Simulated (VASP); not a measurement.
VASP input:

POSCAR:
```
Sn
1
   -2.9638902380     2.9638902380     1.6138987699
    2.9638902380    -2.9638902380     1.6138987699
    2.9638902380     2.9638902380    -1.6138987699
Sn
2
Direct
  0.2500000000   0.7500000000   0.5000000000
  0.0000000000   0.0000000000   0.0000000000
```

File KPOINTS:
```
kpoints
0
Gamma
14 14 14
```

INCAR:
```
LORBIT  =  11   # lm-projected
LMAXMIX  =  4
GGA  =  PE
ISMEAR  =  -5   # tetrahedra, Bloechl
ISIF  =  2
NEDOS  =  601   # DOS grid
LREAL  =  .FALSE.
PREC  =  Accurate
ALGO  =  Normal
LASPH  =  .TRUE.   # aspherical one-centre terms
ENCUT  =  520   # plane-wave cut-off (eV)
LCHARG  =  .TRUE.
EDIFF  =  1E-7
SYSTEM  =  Sn
NELM  =  100   # most electronic steps
LWAVE  =  .FALSE.
```

POTCAR, in this order: Sn_d (PBE.64 set). Program: vasp_std.

**Question.** Write an equivalent input for Ansatz.

**Answer.** One equivalent input (not run):
Ansatz 0.2 input:
```yaml
crystal:
  lattice:
    - [-2.9638902, 2.9638902, 1.6138988]
    - [2.9638902, -2.9638902, 1.6138988]
    - [2.9638902, 2.9638902, -1.6138988]
  atoms:
    - { symbol: Sn, position: [0.2500000, 0.7500000, 0.5000000] }
    - { symbol: Sn, position: [0.0000000, 0.0000000, 0.0000000] }
kpoints:
  mp_grid: { grid: [14, 14, 14] }
hamiltonian:
  xc: pbe
  pseudopotentials: { kind: paw }
scf:
  occupations: { method: tetrahedron }
  max_iter: 100
output: { forces: true, stress: true, eigenvalues: true }
```
Limits of the translation: each code has its own PAW files, so the cut-off isn't converted (ENCUT is set for VASP's; basis.ecutwfc is left out, and Ansatz then takes the one that its files recommend); Ansatz stops its SCF on the density residual and VASP on the energy change (EDIFF).

The compound is Sn in the beta structure. It was relaxed first.
